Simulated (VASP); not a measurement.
Data:

```xyz
1
Lattice="0.0000 1.8028 1.8028 1.8028 0.0000 1.8028 1.8028 1.8028 0.0000" Properties=species:S:1:pos:R:3 pbc="T T T"
Cu     1.8028     0.0000     1.8028
```

Computed with rev-vdW-DF2, VASP's PBE PAW potentials (set 64) (plane waves; VASP). Settings: 520 eV cut-off, Gaussian smearing of 0.050 eV, potentials Cu.

Task: Give the energies of bands 1 to 7 at the high-symmetry points, in eV from the Fermi level.

Result: 
```json
[
 {"band": "1", "Γ": "-9.43", "X": "-4.98", "U": "-4.40", "L": "-5.18", "W": "-4.23"},
 {"band": "2", "Γ": "-3.12", "X": "-4.53", "U": "-4.16", "L": "-3.16", "W": "-3.63"},
 {"band": "3", "Γ": "-3.12", "X": "-1.74", "U": "-2.85", "L": "-3.16", "W": "-3.63"},
 {"band": "4", "Γ": "-3.12", "X": "-1.57", "U": "-2.16", "L": "-1.72", "W": "-2.33"},
 {"band": "5", "Γ": "-2.29", "X": "-1.57", "U": "-1.77", "L": "-1.72", "W": "-1.57"},
 {"band": "6", "Γ": "-2.29", "X": "1.48", "U": "4.33", "L": "-1.01", "W": "6.21"},
 {"band": "7", "Γ": "22.77", "X": "7.12", "U": "5.73", "L": "3.72", "W": "6.21"}
]
```

It has no gap at this level: it comes out as a metal or semimetal.

The compound is Cu in the fcc structure. It was relaxed first.
